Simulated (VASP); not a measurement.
Output of a VASP run:

**OSZICAR**
```
       N       E                     dE             d eps       ncg     rms          rms(c)
DAV:   1     0.185637424539E+02    0.18564E+02   -0.64546E+03 22621   0.838E+02
DAV:   2    -0.236707714977E+02   -0.42235E+02   -0.39985E+02 29661   0.187E+02
DAV:   3    -0.250444533008E+02   -0.13737E+01   -0.13698E+01 27469   0.260E+01
DAV:   4    -0.250511019013E+02   -0.66486E-02   -0.66479E-02 26224   0.225E+00
DAV:   5    -0.250511499066E+02   -0.48005E-04   -0.48005E-04 27612   0.167E-01    0.597E+01
DAV:   6    -0.222035006358E+02    0.28476E+01   -0.11794E+01 26408   0.185E+01    0.420E+01
DAV:   7    -0.221487311406E+02    0.54769E-01   -0.52069E-01 26109   0.521E+00    0.236E+01
DAV:   8    -0.221369773511E+02    0.11754E-01   -0.57284E-02 28078   0.189E+00    0.482E+00
DAV:   9    -0.221320381214E+02    0.49392E-02   -0.21842E-02 27228   0.812E-01    0.185E+00
DAV:  10    -0.221316437923E+02    0.39433E-03   -0.14940E-03 26934   0.282E-01    0.867E-02
DAV:  11    -0.221316435385E+02    0.25379E-06   -0.73457E-05 26563   0.768E-02    0.663E-02
DAV:  12    -0.221316434624E+02    0.76160E-07   -0.17606E-06 24426   0.117E-02
   1 F= -.22131643E+02 E0= -.22129026E+02  d E =-.523527E-02
       N       E                     dE             ncg
```

**OUTCAR**
```
------------------------ aborting loop because EDIFF is reached ----------------------------------------
  FORCE on cell =-STRESS in cart. coord.  units (eV):
  Direction    XX          YY          ZZ          XY          YZ          ZX
  --------------------------------------------------------------------------------------
  Total       -0.4484438     -0.7644805     -0.6767349      0.1011284      0.0735070     -0.1264244
  in kB      -28.8756517    -49.2255068    -43.5754972      6.5117409      4.7331726     -8.1405681
  external PRESSURE =     -40.5588852 kB  Pullay stress =       0.0000000 kB
  volume of cell :       24.88
      direct lattice vectors                 reciprocal lattice vectors
     0.000000000  2.317140000  2.317140000    -0.215783250  0.215783250  0.215783250
     2.317140000  0.000000000  2.317140000     0.215783250 -0.215783250  0.215783250
     2.317140000  2.317140000  0.000000000     0.215783250  0.215783250 -0.215783250
 POSITION                                       TOTAL-FORCE (eV/Angst)
 -----------------------------------------------------------------------------------
      2.26863      0.02696      2.28293         0.722592     -0.385411      0.496893
      2.36565      2.29018      2.35135        -0.722592      0.385411     -0.496893
 -----------------------------------------------------------------------------------
    total drift:                               -0.000084      0.000073     -0.000094
  FREE ENERGIE OF THE ION-ELECTRON SYSTEM (eV)
  ---------------------------------------------------
  free  energy   TOTEN  =       -22.1316434624 eV

  energy  without entropy=      -22.1264081950  energy(sigma->0) =      -22.12902583
```
(Selected blocks of OUTCAR.)

File POSCAR:
```
HfC
1
    0.0000000000     2.3171400000     2.3171400000
    2.3171400000     0.0000000000     2.3171400000
    2.3171400000     2.3171400000     0.0000000000
Hf C
1 1
Direct
  0.0089030000  -0.0236650000   0.0027300000
  0.4910970000   0.5236650000   0.4972700000
```

Question: Write an INCAR and KPOINTS that could have produced this output.

Answer: This is not unique; one that fits is the input of the run itself, PBEsol GGA, plane waves, VASP's PBE PAW potentials (set 64).

File KPOINTS_OPT:
```
k-points along high-symmetry lines
8
Line-mode
Reciprocal
  0.000000   0.000000   0.000000 ! GAMMA
  0.000000   0.000000   0.500000 ! X

 -0.500000  -0.500000  -0.500000 ! Y
  0.000000   0.000000   0.000000 ! GAMMA

  0.000000   0.000000   0.000000 ! GAMMA
  0.500000   0.000000   0.000000 ! Z

  0.000000  -0.500000   0.000000 ! R
  0.000000   0.000000   0.000000 ! GAMMA

  0.000000   0.000000   0.000000 ! GAMMA
  0.000000  -0.500000  -0.500000 ! T

  0.500000   0.000000   0.500000 ! U
  0.000000   0.000000   0.000000 ! GAMMA

  0.000000   0.000000   0.000000 ! GAMMA
 -0.500000  -0.500000   0.000000 ! V
```

INCAR:
```
ENCUT  =  400
ALGO  =  Normal
NELM  =  100
SYSTEM  =  HfC
SIGMA  =  0.2   # width (eV)
ISMEAR  =  0
LCHARG  =  .False.
GGA  =  PS   # PBEsol
LREAL  =  .False.   # projection in real space or not
LWAVE  =  .False.
ISIF  =  2   # forces and stress, cell fixed
LASPH  =  .True.
EDIFF  =  1E-6   # SCF stop (eV)
LMAXMIX  =  6
PREC  =  Accurate
NBANDS  =  13
```

File KPOINTS:
```
Automatic mesh
0
Gamma
 12 12 12
0 0 0
```

POTCAR, in this order: Hf_pv C (PBE.64 set). Program: vasp_std.

At this cut-off the stress carries a Pulay error, which pulls relaxed volumes low.

The structure comes from a computed database's HfC entry; how it stands against other phases isn't given here. The cell was not relaxed at this level, atoms are displaced from their ideal sites. The run is one of a series of settings (NBANDS = 13 against the base run), some of them coarse on purpose.
